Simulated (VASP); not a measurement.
Output of a VASP run:

File OSZICAR:
```
...
RMM:   6    -0.424696409528E+03    0.37060E-05   -0.52603E-05   574   0.134E-02
  14 F= -.42469641E+03 E0= -.42469636E+03  d E =-.328487E-02  mag=     1.0000
       N       E                     dE             d eps       ncg     rms          rms(c)
DAV:   1    -0.424696420718E+03   -0.74836E-05   -0.54167E-03   872   0.187E-01    0.144E-02
RMM:   2    -0.424696426059E+03   -0.53410E-05   -0.97533E-05   703   0.213E-02    0.586E-03
RMM:   3    -0.424696426430E+03   -0.37112E-06   -0.14295E-05   436   0.799E-03    0.444E-03
RMM:   4    -0.424696426080E+03    0.35038E-06   -0.25596E-06   427   0.336E-03
  15 F= -.42469643E+03 E0= -.42469638E+03  d E =-.330142E-02  mag=     1.0000
       N       E                     dE             d eps       ncg     rms          rms(c)
DAV:   1    -0.424697293396E+03   -0.86697E-03   -0.30951E-01   734   0.142E+00    0.104E-01
RMM:   2    -0.424697719586E+03   -0.42619E-03   -0.55721E-03   724   0.165E-01    0.485E-02
RMM:   3    -0.424697770355E+03   -0.50768E-04   -0.10159E-03   795   0.619E-02    0.361E-02
RMM:   4    -0.424697745003E+03    0.25352E-04   -0.13725E-04   725   0.262E-02    0.144E-02
RMM:   5    -0.424697744907E+03    0.96337E-07   -0.43039E-05   559   0.140E-02
  16 F= -.42469774E+03 E0= -.42469769E+03  d E =-.131883E-02  mag=     1.0000
       N       E                     dE             d eps       ncg     rms          rms(c)
DAV:   1    -0.424697732785E+03    0.12219E-04   -0.40545E-02   776   0.514E-01    0.396E-02
RMM:   2    -0.424697793658E+03   -0.60873E-04   -0.78217E-04   724   0.619E-02    0.184E-02
RMM:   3    -0.424697802700E+03   -0.90421E-05   -0.15172E-04   704   0.236E-02    0.143E-02
RMM:   4    -0.424697799166E+03    0.35343E-05   -0.21291E-05   447   0.103E-02
  17 F= -.42469780E+03 E0= -.42469774E+03  d E =-.137309E-02  mag=     1.0000
       N       E                     dE             d eps       ncg     rms          rms(c)
DAV:   1    -0.424698381812E+03   -0.57911E-03   -0.22285E-01   744   0.120E+00    0.851E-02
RMM:   2    -0.424698670736E+03   -0.28892E-03   -0.37206E-03   724   0.135E-01    0.385E-02
RMM:   3    -0.424698712556E+03   -0.41821E-04   -0.71137E-04   791   0.521E-02    0.287E-02
RMM:   4    -0.424698697287E+03    0.15269E-04   -0.89674E-05   720   0.212E-02    0.129E-02
RMM:   5    -0.424698697293E+03   -0.56134E-08   -0.31302E-05   496   0.116E-02
  18 F= -.42469870E+03 E0= -.42469864E+03  d E =-.898127E-03  mag=     1.0000
       N       E                     dE             d eps       ncg     rms          rms(c)
DAV:   1    -0.424698722736E+03   -0.25449E-04   -0.20379E-02   856   0.363E-01    0.267E-02
RMM:   2    -0.424698751703E+03   -0.28967E-04   -0.36256E-04   724   0.424E-02    0.123E-02
RMM:   3    -0.424698756410E+03   -0.47067E-05   -0.70087E-05   599   0.165E-02    0.935E-03
RMM:   4    -0.424698755084E+03    0.13264E-05   -0.10085E-05   436   0.711E-03
  19 F= -.42469876E+03 E0= -.42469870E+03  d E =-.955918E-03  mag=     1.0000
       N       E                     dE             d eps       ncg     rms          rms(c)
DAV:   1    -0.424699185689E+03   -0.42928E-03   -0.97727E-02   744   0.798E-01    0.663E-02
RMM:   2    -0.424699338352E+03   -0.15266E-03   -0.19587E-03   724   0.992E-02    0.314E-02
RMM:   3    -0.424699353581E+03   -0.15230E-04   -0.34392E-04   791   0.369E-02    0.212E-02
RMM:   4    -0.424699345051E+03    0.85299E-05   -0.52360E-05   652   0.160E-02
  20 F= -.42469935E+03 E0= -.42469930E+03  d E =-.589968E-03  mag=     1.0000
```

**OUTCAR**
```
------------------------ aborting loop because EDIFF is reached ----------------------------------------
  FORCE on cell =-STRESS in cart. coord.  units (eV):
  Direction    XX          YY          ZZ          XY          YZ          ZX
  --------------------------------------------------------------------------------------
  Total        7.6978753     10.7336623      4.3560566     -3.3157935     -0.0122546      0.0387111
  in kB       14.2305574     19.8426180      8.0527563     -6.1296901     -0.0226542      0.0715626
  external PRESSURE =      14.0419772 kB  Pullay stress =       0.0000000 kB
  volume of cell :      866.68
      direct lattice vectors                 reciprocal lattice vectors
     4.868317893 -8.432173817  0.000000000     0.102704879 -0.059296690  0.000000000
     4.868317893  8.432173817  0.000000000     0.102704879  0.059296690  0.000000000
     0.000000000  0.000000000 10.556283981     0.000000000  0.000000000  0.094730305
  FREE ENERGIE OF THE ION-ELECTRON SYSTEM (eV)
  ---------------------------------------------------
  free  energy   TOTEN  =      -424.6993450512 eV

  energy  without entropy=     -424.6992476195  energy(sigma->0) =     -424.69929634

 total charge

# of ion       s       p       d       tot
------------------------------------------
    1        0.985   1.342   0.358   2.685
    2        0.989   1.357   0.363   2.710
    3        0.994   1.381   0.374   2.749
    4        0.984   1.343   0.358   2.685
    5        0.984   1.340   0.357   2.681
    6        0.991   1.363   0.365   2.719
    7        0.994   1.385   0.376   2.755
    8        1.005   1.425   0.398   2.828
    9        0.989   1.359   0.364   2.712
   10        0.990   1.360   0.364   2.715
   11        0.987   1.346   0.359   2.692
   12        1.002   1.392   0.379   2.773
   13        0.985   1.341   0.357   2.683
   14        0.992   1.377   0.375   2.744
   15        0.994   1.380   0.373   2.747
   16        1.055   1.408   0.331   2.794
   17        1.042   1.437   0.327   2.806
   18        0.992   1.379   0.376   2.747
   19        0.974   1.303   0.347   2.625
   20        1.059   1.451   0.327   2.837
   21        0.985   1.340   0.357   2.681
   22        0.990   1.360   0.364   2.714
   23        0.994   1.381   0.374   2.749
   24        1.002   1.387   0.376   2.765
   25        0.987   1.349   0.360   2.696
   26        0.989   1.357   0.363   2.710
   27        0.989   1.344   0.358   2.690
   28        0.983   1.342   0.357   2.682
   29        0.984   1.339   0.357   2.680
   30        0.992   1.379   0.376   2.747
   31        0.994   1.385   0.376   2.755
   32        1.059   1.458   0.326   2.844
   33        0.985   1.340   0.356   2.681
   34        0.989   1.357   0.363   2.709
   35        0.994   1.381   0.374   2.749
   36        0.983   1.341   0.358   2.682
   37        1.236   2.445   0.000   3.681
   38        1.229   2.454   0.000   3.682
   39        1.230   2.465   0.000   3.694
   40        1.229   2.455   0.000   3.683
   41        1.230   2.474   0.000   3.704
   42        1.229   2.459   0.000   3.688
   43        1.230   2.466   0.000   3.695
   44        1.229   2.458   0.000   3.687
   45        1.230   2.458   0.000   3.688
   46        1.229   2.458   0.000   3.687
   47        1.229   2.452   0.000   3.681
   48        1.230   2.456   0.000   3.686
...
```
(Selected blocks of OUTCAR.)

**POSCAR**
```
Ga36N35Si
1
    4.8683178927    -8.4321738171     0.0000000000
    4.8683178927     8.4321738171     0.0000000000
    0.0000000000     0.0000000000    10.5562839806
Ga N Si
36 35 1
Direct
  0.2222220000   0.1111110000   0.2500000000
  0.1111110000   0.2222220000   0.0000000000
  0.2222220000   0.1111110000   0.7500000000
  0.1111110000   0.2222220000   0.5000000000
  0.2222220000   0.4444440000   0.2500000000
  0.1111110000   0.5555560000   0.0000000000
  0.2222220000   0.4444440000   0.7500000000
  0.1111110000   0.5555560000   0.5000000000
  0.2222220000   0.7777780000   0.2500000000
  0.1111110000   0.8888890000   0.0000000000
  0.2222220000   0.7777780000   0.7500000000
  0.1111110000   0.8888890000   0.5000000000
  0.5555560000   0.1111110000   0.2500000000
  0.4444440000   0.2222220000   0.0000000000
  0.5555560000   0.1111110000   0.7500000000
  0.4421790000   0.2200230000   0.4968720000
  0.5545870000   0.4384080000   0.2463480000
  0.4444440000   0.5555560000   0.0000000000
  0.5555560000   0.4444440000   0.7500000000
  0.4491410000   0.5550940000   0.4980370000
  0.5555560000   0.7777780000   0.2500000000
  0.4444440000   0.8888890000   0.0000000000
  0.5555560000   0.7777780000   0.7500000000
  0.4444440000   0.8888890000   0.5000000000
  0.8888890000   0.1111110000   0.2500000000
  0.7777780000   0.2222220000   0.0000000000
  0.8888890000   0.1111110000   0.7500000000
  0.7777780000   0.2222220000   0.5000000000
  0.8888890000   0.4444440000   0.2500000000
  0.7777780000   0.5555560000   0.0000000000
  0.8888890000   0.4444440000   0.7500000000
  0.7825300000   0.5571920000   0.5011580000
  0.8888890000   0.7777780000   0.2500000000
  0.7777780000   0.8888890000   0.0000000000
  0.8888890000   0.7777780000   0.7500000000
  0.7777780000   0.8888890000   0.5000000000
  0.2239110000   0.1170520000   0.4344490000
  0.1111110000   0.2222220000   0.1885000000
  0.2222220000   0.1111110000   0.9385000000
  0.1111110000   0.2222220000   0.6885000000
  0.2174900000   0.4446560000   0.4347650000
  0.1111110000   0.5555560000   0.1885000000
  0.2222220000   0.4444440000   0.9385000000
  0.1111110000   0.5555560000   0.6885000000
  0.2222220000   0.7777780000   0.4385000000
  0.1111110000   0.8888890000   0.1885000000
  0.2222220000   0.7777780000   0.9385000000
  0.1111110000   0.8888890000   0.6885000000
  0.5574610000   0.1172660000   0.4349410000
  0.4427000000   0.2158220000   0.1881800000
  0.5555560000   0.1111110000   0.9385000000
  0.4463350000   0.2261090000   0.6891220000
  0.4454670000   0.5584110000   0.1838370000
  0.5555560000   0.4444440000   0.9385000000
  0.4491910000   0.5598330000   0.6840960000
  0.5534980000   0.7775950000   0.4405040000
  0.4444440000   0.8888890000   0.1885000000
  0.5555560000   0.7777780000   0.9385000000
  0.4444440000   0.8888890000   0.6885000000
  0.8888890000   0.1111110000   0.4385000000
  0.7777780000   0.2222220000   0.1885000000
  0.8888890000   0.1111110000   0.9385000000
  0.7777780000   0.2222220000   0.6885000000
  0.8953500000   0.4457140000   0.4385870000
  0.7788990000   0.5520900000   0.1859780000
  0.8888890000   0.4444440000   0.9385000000
  0.7816760000   0.5610370000   0.6863790000
  0.8840030000   0.7724630000   0.4414520000
  0.7777780000   0.8888890000   0.1885000000
  0.8888890000   0.7777780000   0.9385000000
  0.7777780000   0.8888890000   0.6885000000
  0.5564100000   0.4405510000   0.4431410000
```

Write an INCAR and KPOINTS that could have produced this output.

This is not unique; one that fits is the input of the run itself, PBE GGA, plane waves, VASP's PBE PAW potentials (set 64).

INCAR:
```
ALGO = Fast
EDIFF = 1E-5
EDIFFG = -0.03
ENCUT = 400
GGA = PE
IBRION = 2
ISIF = 2
ISMEAR = 0
ISPIN = 2
ISYM = 0
LASPH = .TRUE.
LCHARG = .FALSE.
LMAXMIX = 4
LORBIT = 10
LREAL = Auto
LWAVE = .TRUE.
MAGMOM = 72*0.0139
NELM = 100
NELMIN = 4
NSW = 60
NUPDOWN = 1
PREC = Normal
SIGMA = 0.05
SYSTEM = Ga36N35Si
```

**KPOINTS**
```
K-points
0
gamma
1 1 1
0 0 0
```

POTCAR, in this order: Ga N Si (PBE.64 set). Program: vasp_gam.

At this cut-off the stress carries a Pulay error, which pulls relaxed volumes low. The supercell is sampled at Γ alone, which is coarse: total energies, pressure and levels can be off, energies of defects by several tenths of an eV.

The cell is a supercell with a defect, built from GaN (wurtzite): Si_N.
